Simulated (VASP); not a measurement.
Method: LDA (Ceperley-Alder, Perdew-Zunger), VASP's LDA PAW potentials (set 64) (plane waves; VASP).

A VASP calculation is set up with these files.

INCAR:
```
SYSTEM = Be
PREC = Accurate; ENCUT = 300; LREAL = F
LASPH = T
EDIFF = 1E-6; NELM = 100; ALGO = Normal
ISMEAR = 0; SIGMA = 0.2
ISIF = 2
LWAVE = F; LCHARG = F
```

### KPOINTS
```
Automatic mesh
0
Gamma
22 22 6
0 0 0
```

**POSCAR**
```
Be
1.0
  2.2627510000   0.0000000000   0.0000000000
 -1.1313750000   1.9595990000   0.0000000000
  0.0000000000   0.0000000000   7.2804150000
Be
4
Cartesian
  0.0000000000   0.0000000000   0.0000000000
  0.0000000000   0.0000000000   3.6402075000
 -0.0000007980   1.3063999865   1.8201037500
  1.1313767980   0.6531990135   5.4603112500
```

POTCAR, in this order: Be (LDA.64 set). Program: vasp_std.

Output

**OUTCAR**
```
 ion  position               nearest neighbor table
   1  0.000  0.000  0.000-   3 2.24   4 2.24   3 2.24   4 2.24   4 2.24   3 2.24
   2  0.000  0.000  0.500-   3 2.24   4 2.24   3 2.24   4 2.24   4 2.24   3 2.24
   3  0.333  0.667  0.250-   1 2.24   2 2.24   1 2.24   2 2.24   1 2.24   2 2.24
   4  0.667  0.333  0.750-   1 2.24   2 2.24   1 2.24   2 2.24   1 2.24   2 2.24
  LATTYP: Found a hexagonal cell.
 ALAT       =     2.2627510000
 C/A-ratio  =     3.2175060358
 Subroutine PRICEL returns:
 Original cell was already a primitive cell.
 Subroutine GETGRP returns: Found 24 space group operations
The static configuration has the point symmetry D_3d.
 The point group associated with its full space group is D_6h.
The dynamic configuration has the point symmetry D_3d.
 Subroutine INISYM returns: Found 24 space group operations
 Subroutine IBZKPT returns following result:
 Found    208 irreducible k-points:

 Following reciprocal coordinates:
            Coordinates               Weight
  0.000000  0.000000  0.000000      1.000000
  0.045455  0.000000  0.000000      6.000000
  0.090909  0.000000  0.000000      6.000000
  0.136364 -0.000000  0.000000      6.000000
  0.181818 -0.000000  0.000000      6.000000
  0.227273  0.000000  0.000000      6.000000
  0.272727 -0.000000  0.000000      6.000000
  0.318182 -0.000000  0.000000      6.000000
  0.363636 -0.000000  0.000000      6.000000
  0.409091 -0.000000  0.000000      6.000000
  0.454545  0.000000  0.000000      6.000000
  0.500000 -0.000000  0.000000      3.000000
  0.045455  0.045455  0.000000      6.000000
  0.090909  0.045455  0.000000     12.000000
  0.136364  0.045455  0.000000     12.000000
  0.181818  0.045455  0.000000     12.000000
  0.227273  0.045455  0.000000     12.000000
  0.272727  0.045455  0.000000     12.000000
  0.318182  0.045455  0.000000     12.000000
  0.363636  0.045455  0.000000     12.000000
  0.409091  0.045455  0.000000     12.000000
  0.454545  0.045455  0.000000     12.000000
  0.090909  0.090909  0.000000      6.000000
  0.136364  0.090909  0.000000     12.000000
  0.181818  0.090909  0.000000     12.000000
  0.227273  0.090909  0.000000     12.000000
  0.272727  0.090909  0.000000     12.000000
  0.318182  0.090909  0.000000     12.000000
  0.363636  0.090909  0.000000     12.000000
  0.409091  0.090909  0.000000     12.000000
  0.454545  0.090909  0.000000      6.000000
  0.136364  0.136364  0.000000      6.000000
  0.181818  0.136364  0.000000     12.000000
  0.227273  0.136364  0.000000     12.000000
  0.272727  0.136364  0.000000     12.000000
  0.318182  0.136364  0.000000     12.000000
  0.363636  0.136364  0.000000     12.000000
  0.409091  0.136364  0.000000     12.000000
  0.181818  0.181818  0.000000      6.000000
  0.227273  0.181818  0.000000     12.000000
   k-points           NKPTS =    208   k-points in BZ     NKDIM =    208   number of bands    NBANDS=      8
   number of dos      NEDOS =    301   number of ions     NIONS =      4
   total plane-waves  NPLWV =   8232
   dimension x,y,z NGX =    14 NGY =   14 NGZ =   42
   dimension x,y,z NGXF=    28 NGYF=   28 NGZF=   84
   ions per type =               4
   PREC   = accura    normal or accurate (medium, high low for compatibility)
   ISTART =      0    job   : 0-new  1-cont  2-samecut
   ICHARG =      2    charge: 1-file 2-atom 10-const
   ISPIN  =      1    spin polarized calculation?
   LNONCOLLINEAR =      F non collinear calculations
   LSORBIT =      F    spin-orbit coupling
   INIWAV =      1    electr: 0-lowe 1-rand  2-diag
   ENCUT  =  300.0 eV  22.05 Ry    4.70 a.u.   3.20  3.20 10.28*2*pi/ulx,y,z
   NELM   =    100;   NELMIN=  2; NELMDL= -5     # of ELM steps
...
```

OSZICAR:
```
       N       E                     dE             d eps       ncg     rms          rms(c)
DAV:   1    -0.614881168654E+01   -0.61488E+01   -0.27482E+03  3352   0.555E+02
DAV:   2    -0.166759910728E+02   -0.10527E+02   -0.99713E+01  5088   0.608E+01
DAV:   3    -0.167500447931E+02   -0.74054E-01   -0.74023E-01  4624   0.677E+00
DAV:   4    -0.167501440736E+02   -0.99281E-04   -0.99278E-04  5208   0.172E-01
DAV:   5    -0.167501440905E+02   -0.16951E-07   -0.16717E-07  4640   0.169E-03    0.163E+00
DAV:   6    -0.166914780322E+02    0.58666E-01   -0.34618E-03  3976   0.566E-01    0.983E-01
DAV:   7    -0.166640754995E+02    0.27403E-01   -0.56568E-03  3784   0.717E-01    0.247E-02
DAV:   8    -0.166640545665E+02    0.20933E-04   -0.67578E-05  5456   0.578E-02    0.762E-03
DAV:   9    -0.166640534184E+02    0.11481E-05   -0.13065E-06  4040   0.113E-02    0.346E-03
DAV:  10    -0.166640530253E+02    0.39306E-06   -0.97852E-07  3400   0.657E-03
   1 F= -.16664053E+02 E0= -.16661606E+02  d E =-.489345E-02
```

OUTCAR:
```
------------------------ aborting loop because EDIFF is reached ----------------------------------------
  FORCE on cell =-STRESS in cart. coord.  units (eV):
  Direction    XX          YY          ZZ          XY          YZ          ZX
  --------------------------------------------------------------------------------------
  Total       -1.3441675     -1.3441663     -1.9426091     -0.0000003     -0.0000000      0.0000000
  in kB      -66.7119854    -66.7119277    -96.4130673     -0.0000170     -0.0000000      0.0000000
  external PRESSURE =     -76.6123268 kB  Pullay stress =       0.0000000 kB
  volume of cell :       32.28
      direct lattice vectors                 reciprocal lattice vectors
     2.262751000  0.000000000  0.000000000     0.441939922  0.255154131  0.000000000
    -1.131375000  1.959599000  0.000000000     0.000000000  0.510308487  0.000000000
     0.000000000  0.000000000  7.280415000     0.000000000  0.000000000  0.137354807
 POSITION                                       TOTAL-FORCE (eV/Angst)
 -----------------------------------------------------------------------------------
      0.00000      0.00000      0.00000         0.000000      0.000000      0.000000
      0.00000      0.00000      3.64021         0.000000      0.000000      0.000000
     -0.00000      1.30640      1.82010        -0.000000      0.000000      0.000000
      1.13138      0.65320      5.46031         0.000000     -0.000000     -0.000000
 -----------------------------------------------------------------------------------
    total drift:                                0.000000     -0.000000     -0.000000
  FREE ENERGIE OF THE ION-ELECTRON SYSTEM (eV)
  ---------------------------------------------------
  free  energy   TOTEN  =       -16.6640530253 eV

  energy  without entropy=      -16.6591595738  energy(sigma->0) =      -16.66160630
```
(Selected blocks of OUTCAR.)

At this cut-off the stress carries a Pulay error, which pulls relaxed volumes low.

The structure was generated: Be was put into an ordered model structure, which need not be its known phase. The cell was not relaxed at this level. The run is one of a series of settings (GGA removed, POTCAR Be (LDA.64 set) against the base run), some of them coarse on purpose.
